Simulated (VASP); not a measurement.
Given:

```
NaF
1.0
    0.00000     2.28978     2.28978
    2.28978     0.00000     2.28978
    2.28978     2.28978     0.00000
Na F
1 1
Cartesian
  0.00000   0.00000   0.00000
  2.28978   2.28978   2.28978
```

The numbers are results of PBE GGA, VASP's PBE PAW potentials (set 64) (plane waves; VASP), not measurements. Run with 400 eV cut-off, 8×8×8 Γ-centred mesh, Fermi-Dirac smearing of 0.050 eV, potentials Na_pv F.

At this cut-off the stress carries a Pulay error, which pulls relaxed volumes low.

Task: Give the stress tensor in GPa (positive for a compressed cell).

Result: 
```
-3.50   0.00   0.00
 0.00  -3.50   0.00
 0.00   0.00  -3.50
```
The pressure is its mean diagonal, -3.50 GPa.

The structure comes from a computed database's NaF entry; how it stands against other phases isn't given here. The cell was not relaxed at this level.
